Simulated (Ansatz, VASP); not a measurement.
# Al5Ga3N8: VASP beside Ansatz

One calculation is typed for both programs; each brings its own data sets. How far apart do they land? The cell is taken from a series of runs on this material, whose earlier steps may have relaxed, scaled, displaced or heated it; both programs get it as it stands.

Method: plane waves, with VASP 6.6.1 beside it; relaxation of cell and atoms at r2SCAN, in Ansatz 0.2.0.

### Step 1. The starting structure

Symmetry: Cm, No. 8, monoclinic system. The conventional cell has a = 10.846 Å, b = 6.262 Å, c = 5.090 Å, α = 90.00°, β = 90.00°, γ = 90.00°. Nearest to Ga lie 4 N at 1.91 Å. Nearest to Al lie 4 N at 1.91 Å. Nearest to Al lie 4 N at 1.91 Å. Farther neighbours and most contacts between anions are not listed.

As a file:

```
Ga Al N
1.0
     6.26171    0.00000    0.00000
    -3.13085    5.42280    0.00000
     0.00000    0.00000    5.09046
Ga Al N
3 5 8
Direct
  0.83333 0.16667 0.50000
  0.66667 0.83333 0.00000
  0.83333 0.66667 0.50000
  0.16667 0.33333 0.00000
  0.33333 0.16667 0.50000
  0.16667 0.83333 0.00000
  0.33333 0.66667 0.50000
  0.66667 0.33333 0.00000
  0.33333 0.16667 0.12391
  0.16667 0.33333 0.62391
  0.33333 0.66667 0.12391
  0.16667 0.83333 0.62391
  0.83333 0.16667 0.12391
  0.66667 0.33333 0.62391
  0.83333 0.66667 0.12391
  0.66667 0.83333 0.62391
```

### Step 2. VASP: relaxation of cell and atoms, r2SCAN

The relaxed volume is the usual yardstick between codes: in a stiff, nearly cubic crystal its relative difference is about their pressure difference at one cell divided by the bulk modulus.

Lines of VASP's logs that name or quote its potential files are left out, and so is its time.

Contents of INCAR:

```
SYSTEM = Al5Ga3N8
PREC = Accurate
ENCUT = 660
EDIFF = 1E-07
NELM = 120
ISMEAR = -1
SIGMA = 0.02
LREAL = .FALSE.
ALGO = Normal
METAGGA = R2SCAN
LASPH = .TRUE.
NBANDS = 63
LORBIT = 11
LWAVE = .FALSE.
LCHARG = .FALSE.
ISIF = 3
IBRION = 2
NSW = 80
EDIFFG = -0.005
GGA_COMPAT = .FALSE.
NELMIN = 4
EFERMI = MIDGAP
LMIXTAU = .TRUE.
KPAR = 4
```

Contents of POSCAR:

```
Al5Ga3N8
1.0
    6.2617078300      0.0000000000      0.0000000000
   -3.1308539100      5.4227980500      0.0000000000
    0.0000000000      0.0000000000      5.0904601900
Ga Al N
3 5 8
Direct
    0.8333333300      0.1666666700      0.5000000000
    0.6666666700      0.8333333300      0.0000000000
    0.8333333300      0.6666666700      0.5000000000
    0.1666666700      0.3333333300      0.0000000000
    0.3333333300      0.1666666700      0.5000000000
    0.1666666700      0.8333333300      0.0000000000
    0.3333333300      0.6666666700      0.5000000000
    0.6666666700      0.3333333300      0.0000000000
    0.3333333300      0.1666666700      0.1239072100
    0.1666666700      0.3333333300      0.6239072100
    0.3333333300      0.6666666700      0.1239072100
    0.1666666700      0.8333333300      0.6239072100
    0.8333333300      0.1666666700      0.1239072100
    0.6666666700      0.3333333300      0.6239072100
    0.8333333300      0.6666666700      0.1239072100
    0.6666666700      0.8333333300      0.6239072100
```

Contents of KPOINTS:

```
Automatic mesh
0
Gamma
5 5 5
0 0 0
```

Potentials, in the order of the species: Ga_d, Al and N (PBE family, release 64).

Launch:

```console
$ mpirun -np 4 vasp_std
```

Numbers of over 12 decimals in the logs are rounded to 6 here.

What it wrote:

```text
[banner, memory and clock lines left out]
running    4 mpi-ranks, on    1 nodes
 distrk:  each k-point on    1 cores,    4 groups
 distr:  one band on    1 cores,    1 groups

 POSCAR found type information on POSCAR GaAlN
 POSCAR found :  3 types and      16 ions
|                                                                             |
|               ----> ADVICE to this user running VASP <----                  |
|                                                                             |
|     You enforced a specific xc type in the INCAR file but a different       |
|     [... a line on the potential file left out ...]
|     I HOPE YOU KNOW WHAT YOU ARE DOING!                                     |
|                                                                             |

 LDA part: xc-table for (None), standard interpolation
 POSCAR, INCAR and KPOINTS ok, starting setup
 FFT: planning ... GRIDC
 FFT: planning ... GRID_SOFT
 FFT: planning ... GRID
 WAVECAR not read
 entering main loop
       N       E                     dE             d eps       ncg     rms          rms(c)
DAV:   1     0.115294702586E+04    0.11529E+04   -0.47629E+04  5715   0.251E+03
DAV:   2     0.103157598098E+03   -0.10498E+04   -0.95736E+03  5026   0.751E+02
DAV:   3    -0.173103133018E+03   -0.27626E+03   -0.26377E+03  5937   0.248E+02
DAV:   4    -0.196954737708E+03   -0.23852E+02   -0.23579E+02  6197   0.785E+01
DAV:   5    -0.198087055271E+03   -0.11323E+01   -0.11295E+01  6956   0.176E+01    0.234E+01
DAV:   6    -0.165030111426E+03    0.33057E+02   -0.50521E+01  7753   0.578E+01    0.916E+00
DAV:   7    -0.159128474857E+03    0.59016E+01   -0.78131E+00  5564   0.146E+01    0.549E+00
DAV:   8    -0.169072856449E+03   -0.99444E+01   -0.72780E+00  7221   0.193E+01    0.449E+00
DAV:   9    -0.163622828372E+03    0.54500E+01   -0.29209E+00  5389   0.102E+01    0.100E+00
DAV:  10    -0.161447089123E+03    0.21757E+01   -0.82847E-01  5994   0.626E+00    0.336E-01
DAV:  11    -0.161505775883E+03   -0.58687E-01   -0.21403E-01  5651   0.304E+00    0.564E-01
DAV:  12    -0.161518399353E+03   -0.12623E-01   -0.10401E-02  6766   0.601E-01    0.519E-01
DAV:  13    -0.161516020626E+03    0.23787E-02   -0.52046E-03  7549   0.148E+00    0.343E-01
DAV:  14    -0.161556974884E+03   -0.40954E-01   -0.10333E-02  5680   0.111E+00    0.169E-01
[...]
DAV:  19    -0.161559509785E+03   -0.20846E-04   -0.21187E-04  6803   0.176E-01    0.172E-02
DAV:  20    -0.161559519800E+03   -0.10015E-04   -0.15533E-05  8294   0.443E-02    0.666E-03
DAV:  21    -0.161559557691E+03   -0.37891E-04   -0.13496E-05  7019   0.659E-02    0.115E-02
DAV:  22    -0.161559561662E+03   -0.39713E-05   -0.86551E-06  6782   0.455E-02    0.718E-03
DAV:  23    -0.161559563712E+03   -0.20496E-05   -0.11940E-06  6842   0.811E-03    0.509E-03
DAV:  24    -0.161559564064E+03   -0.35244E-06   -0.60491E-08  3446   0.738E-03    0.363E-03
DAV:  25    -0.161559566402E+03   -0.23377E-05   -0.90675E-07  5537   0.180E-02    0.675E-04
DAV:  26    -0.161559566493E+03   -0.90513E-07   -0.28291E-07  4464   0.857E-03
   1 F= -.16155957E+03 E0= -.16155957E+03  d E =-.161560E+03
[... from here on, the cycles between the ionic steps are left out ...]
   4 F= -.16179617E+03 E0= -.16179617E+03  d E =-.173631E-01
   5 F= -.16179678E+03 E0= -.16179678E+03  d E =-.179667E-01
   6 F= -.16179797E+03 E0= -.16179797E+03  d E =-.119498E-02
   7 F= -.16179797E+03 E0= -.16179797E+03  d E =-.119544E-02
   8 F= -.16179836E+03 E0= -.16179836E+03  d E =-.383299E-03
   9 F= -.16179836E+03 E0= -.16179836E+03  d E =-.390032E-03
  10 F= -.16179847E+03 E0= -.16179847E+03  d E =-.111891E-03
  11 F= -.16179848E+03 E0= -.16179848E+03  d E =-.115757E-03
 curvature:  -0.77 expect dE=-0.303E-04 dE for cont linesearch -0.321E-07
 trial: gam= 0.16441 g(F)=  0.290E-04 g(S)=  0.101E-04 ort = 0.327E-05 (trialstep = 0.101E+01)
 search vector abs. value=  0.471E-04
 bond charge predicted
       N       E                     dE             d eps       ncg     rms          rms(c)
DAV:   1    -0.161798504204E+03   -0.26760E-04   -0.53944E-03  4964   0.344E-01    0.273E-02
DAV:   2    -0.161798505961E+03   -0.17565E-05   -0.19107E-04  6548   0.105E-01    0.158E-02
DAV:   3    -0.161798499035E+03    0.69256E-05   -0.23765E-05  6862   0.344E-02    0.580E-03
DAV:   4    -0.161798499897E+03   -0.86143E-06   -0.54075E-06  5855   0.209E-02    0.181E-03
DAV:   5    -0.161798499449E+03    0.44803E-06   -0.19813E-06  5625   0.105E-02    0.113E-03
DAV:   6    -0.161798500040E+03   -0.59133E-06   -0.60007E-07  5222   0.747E-03    0.632E-04
DAV:   7    -0.161798499941E+03    0.98669E-07   -0.72602E-08  3344   0.277E-03
  12 F= -.16179850E+03 E0= -.16179850E+03  d E =-.224076E-04
 trial-energy change:   -0.000022  1 .order   -0.000025   -0.000040   -0.000010
 step:   1.3437(harm=  1.3437)  dis= 0.00076  next Energy=  -161.798504 (dE=-0.266E-04)
 reached required accuracy - stopping structural energy minimisation
```

Parts of OUTCAR (step 2):

```text
ion  position               nearest neighbor table
   1  0.833  0.167  0.500-  14 1.91  13 1.91  16 1.91  10 1.91   8 3.12   8 3.12   4 3.12   4 3.12
                             5 3.13   5 3.13   7 3.13   7 3.13
   2  0.667  0.833  0.000-  15 1.91  16 1.91  13 1.91  11 1.91   7 3.12   7 3.12   8 3.13   8 3.13
                             6 3.13   6 3.13   4 3.13   4 3.13
   3  0.833  0.667  0.500-  16 1.91  15 1.91  14 1.91  12 1.91   8 3.12   8 3.12   6 3.12   6 3.12
                             7 3.13   7 3.13   5 3.13   5 3.13
   4  0.167  0.333  0.000-   9 1.91  10 1.91  11 1.91  13 1.91   5 3.12   5 3.12   7 3.12   7 3.12
                             1 3.12   1 3.12   6 3.13   6 3.13   8 3.13   8 3.13   2 3.13   2 3.13
   5  0.333  0.167  0.500-  10 1.91   9 1.91  12 1.91  14 1.91   4 3.12   4 3.12   6 3.12   6 3.12
                             8 3.12   8 3.12   7 3.13   7 3.13   1 3.13   1 3.13   3 3.13   3 3.13
   6  0.167  0.833  0.000-  11 1.91  12 1.91   9 1.91  15 1.91   7 3.12   7 3.12   5 3.12   5 3.12
                             3 3.12   3 3.12   4 3.13   4 3.13   2 3.13   2 3.13   8 3.13   8 3.13
   7  0.333  0.667  0.500-  12 1.91  11 1.91  10 1.91  16 1.91   6 3.12   6 3.12   4 3.12   4 3.12
                             2 3.12   2 3.12   5 3.13   5 3.13   3 3.13   3 3.13   1 3.13   1 3.13
   8  0.667  0.333  0.000-  13 1.91  14 1.91  15 1.91   9 1.91   1 3.12   1 3.12   3 3.12   3 3.12
                             5 3.12   5 3.12   2 3.13   2 3.13   4 3.13   4 3.13   6 3.13   6 3.13
   9  0.333  0.167  0.124-   4 1.91   5 1.91   6 1.91   8 1.91
  10  0.167  0.333  0.624-   5 1.91   4 1.91   7 1.91   1 1.91
  11  0.333  0.667  0.124-   6 1.91   7 1.91   4 1.91   2 1.91
  12  0.167  0.833  0.624-   7 1.91   6 1.91   5 1.91   3 1.91
  13  0.833  0.167  0.124-   8 1.91   1 1.91   2 1.91   4 1.91
  14  0.667  0.333  0.624-   1 1.91   8 1.91   3 1.91   5 1.91
  15  0.833  0.667  0.124-   2 1.91   3 1.91   8 1.91   6 1.91
  16  0.667  0.833  0.624-   3 1.91   2 1.91   1 1.91   7 1.91

  LATTYP: Found a hexagonal cell.
 ALAT       =     6.2617078300
 C/A-ratio  =     0.8129507681

 Subroutine GETGRP returns: Found  2 space group operations
 (whereof  2 operations were pure point group operations)

The static configuration has the point symmetry C_1h.

 Found     39 irreducible k-points:

   k-points           NKPTS =     39   k-points in BZ     NKDIM =     39   number of bands    NBANDS=     63

   dimension x,y,z NGX =    54 NGY =   54 NGZ =   48
   dimension x,y,z NGXF=   108 NGYF=  108 NGZF=   96

   ENCUT  =  660.0 eV  48.51 Ry    6.96 a.u.  13.12 13.12 10.66*2*pi/ulx,y,z

   NELECT =      94.0000    total number of electrons

 k-points in reciprocal lattice and weights: Automatic mesh
   0.00000000  0.00000000  0.00000000       0.008
   0.20000000  0.00000000  0.00000000       0.016
   0.00000000  0.20000000  0.00000000       0.032
   0.40000000 -0.00000000  0.00000000       0.016
   0.00000000  0.40000000  0.00000000       0.032
   0.20000000  0.20000000  0.00000000       0.032
  -0.20000000  0.40000000  0.00000000       0.016
   0.40000000  0.20000000  0.00000000       0.016
  -0.20000000 -0.40000000  0.00000000       0.032
[...]
-0.20000000 -0.40000000  0.40000000       0.032
   0.20000000  0.40000000  0.40000000       0.032

 average (electrostatic) potential at core
       1 -67.3811       2 -67.4039       3 -67.3811       4 -75.1299       5 -75.0927
       6 -75.1299       7 -75.0470       8 -75.0804       9 -63.3905      10 -63.5054
      11 -63.4889      12 -63.5054      13 -63.6432      14 -63.6092      15 -63.6432
      16 -63.7705

 E-fermi :   7.4668

 k-point     1 :       0.0000    0.0000    0.0000
  band No.  band energies     occupation
    ...
     43       4.7707      2.00000
     44       4.8247      2.00000
     45       5.4466      2.00000
     46       5.5110      2.00000
     47       5.5638      2.00000
     48       9.3698      0.00000
     49      11.2816      0.00000
     50      11.4159      0.00000
     51      11.8305      0.00000
     52      11.9151      0.00000
    ...

 k-point     2 :       0.2000    0.0000    0.0000
  band No.  band energies     occupation
    ...
     43       4.5041      2.00000
     44       4.7458      2.00000
     45       4.8485      2.00000
     46       5.4420      2.00000
     47       5.5180      2.00000
     48       9.9848      0.00000
     49      11.6762      0.00000
     50      11.9107      0.00000
     51      11.9590      0.00000
     52      12.2204      0.00000
    ...

 k-point     3 :       0.0000    0.2000    0.0000
  band No.  band energies     occupation
    ...
     43       4.4888      2.00000
     44       4.8381      2.00000
     45       4.9002      2.00000
     46       5.4261      2.00000
     47       5.4510      2.00000
     48       9.9804      0.00000
     49      11.6184      0.00000
     50      11.9083      0.00000
     51      11.9763      0.00000
     52      12.1175      0.00000
    ...

  Total        0.0036848      0.0037975      0.0105046     -0.0000976     -0.0005729     -0.0010063
  in kB        0.0342413      0.0352883      0.0976151     -0.0009068     -0.0053236     -0.0093515
  external PRESSURE =       0.0557149 kB  Pullay stress =       0.0000000 kB

  energy-cutoff  :      660.00
  volume of cell :      172.41
      direct lattice vectors                 reciprocal lattice vectors
     6.270550889  0.000961775  0.002028534     0.159461523  0.092065153 -0.000069147
    -3.134442519  5.429013702  0.000000000    -0.000028238  0.184179216 -0.000034574
     0.001646982  0.000950885  5.064179554    -0.000063875 -0.000036878  0.197465380

 POSITION                                       TOTAL-FORCE (eV/Angst)
 -----------------------------------------------------------------------------------
      4.70700      0.91902      2.53812         0.002669     -0.000309     -0.001897
      1.55828      4.51902      0.00640        -0.001320     -0.000762     -0.001839
      3.14939      3.61687      2.53812         0.001067      0.002466     -0.001897
      0.01079      1.81326      0.01177        -0.000067     -0.002036     -0.002332
      1.56630      0.90431      2.54340        -0.000213     -0.000123     -0.002509
     -1.55872      4.53173      0.01177        -0.001797      0.000960     -0.002332
     -0.00983      3.61367      2.54079        -0.000360     -0.000208     -0.000928
      3.12468      1.80404      0.01080        -0.002000     -0.001155     -0.001477
      1.56584      0.90404      0.63386        -0.002123     -0.001226      0.004337
      0.04184      1.83165      3.17338         0.002390      0.001578      0.002165
     -0.04096      3.59569      0.64465        -0.003026     -0.001747      0.002143
     -1.52727      4.54942      3.17338         0.002562      0.001281      0.002165
      4.70490      0.94907      0.58095        -0.001745     -0.001058      0.001492
      3.09678      1.78793      3.18484         0.003424      0.001977      0.001086
      3.17437      3.60003      0.58095        -0.001788     -0.000982      0.001492
      1.53369      4.50482      3.11966         0.002327      0.001344      0.000331
 -----------------------------------------------------------------------------------
    total drift:                                0.004058      0.002323      0.030360

  FREE ENERGIE OF THE ION-ELECTRON SYSTEM (eV)
  ---------------------------------------------------
  free  energy   TOTEN  =      -161.7984999414 eV

  energy  without entropy=     -161.7984999414  energy(sigma->0) =     -161.79849994

 reached required accuracy - stopping structural energy minimisation

 total charge
# of ion       s       p       d       tot
------------------------------------------
    1        0.753   0.891  10.200  11.844
    2        0.752   0.886  10.196  11.835
    3        0.753   0.891  10.200  11.844
    4        0.367   0.444   0.000   0.810
    5        0.368   0.446   0.000   0.814
    6        0.367   0.444   0.000   0.810
    7        0.370   0.451   0.000   0.820
    8        0.369   0.448   0.000   0.817
    9        1.225   2.647   0.000   3.871
   10        1.227   2.630   0.000   3.857
   11        1.227   2.632   0.000   3.859
   12        1.227   2.630   0.000   3.857
   13        1.228   2.608   0.000   3.837
   14        1.229   2.615   0.000   3.843
   15        1.228   2.608   0.000   3.837
   16        1.229   2.591   0.000   3.820
--------------------------------------------------
tot         13.918  25.861  30.597  70.376

[... 3 further parts left out ...]
```

CONTCAR:

```
Al5Ga3N8
   1.00000000000000
     6.2705508893775086    0.0009617745210195    0.0020285338770330
    -3.1344425185140632    5.4290137022857268    0.0000000000003862
     0.0016469815536832    0.0009508852425381    5.0641795540559054
  Ga              Al              N
     3     5     8
Direct
     0.8350192944278003    0.1690435592836968    0.5008557096268804
     0.6645293381097716    0.8322646640548889    0.0009971593823267
     0.8350192944278003    0.6659757451440971    0.5008557096268804
     0.1686585046503600    0.3339644634389888    0.0022568843308159
     0.3328445928929444    0.1664223014464691    0.5020993287059566
     0.1686585046503600    0.8346940312113773    0.0022568843308159
     0.3309490853935240    0.6654745476967590    0.5015861332264258
     0.6643547907555281    0.3321773903777671    0.0018674499519116
     0.3328779585380686    0.1664389842690312    0.1250321384055078
     0.1750831934269437    0.3372416693446258    0.6265620969842493
     0.3244612254007196    0.6622306177003567    0.1271664136896801
     0.1750831934269437    0.8378415140823243    0.6265620969842493
     0.8375862911068612    0.1746457825930551    0.1143826891477313
     0.6582021805588971    0.3291010852794516    0.6286326558766157
     0.8375862911068611    0.6629405185138000    0.1143826891477313
     0.6590862611266159    0.8295431255633110    0.6157616405822117
```

The run keeps the 2 symmetry operations of its start, so it cannot find a distortion of lower symmetry.

(Continued in part 2 of 2.)

[Lines on the potential files, build, host, timing and source positions are cut from VASP's logs without a mark.]

[Logs are printed without paths, hosts, clocks, repeated set-up lines and the standing remarks that a program may print on its own settings, such as how far it seeks lower states.]

[Hosts, paths, dates, database ids (printed as entryN), source tags and the programs' standing remarks are cut or masked in the printed files.]
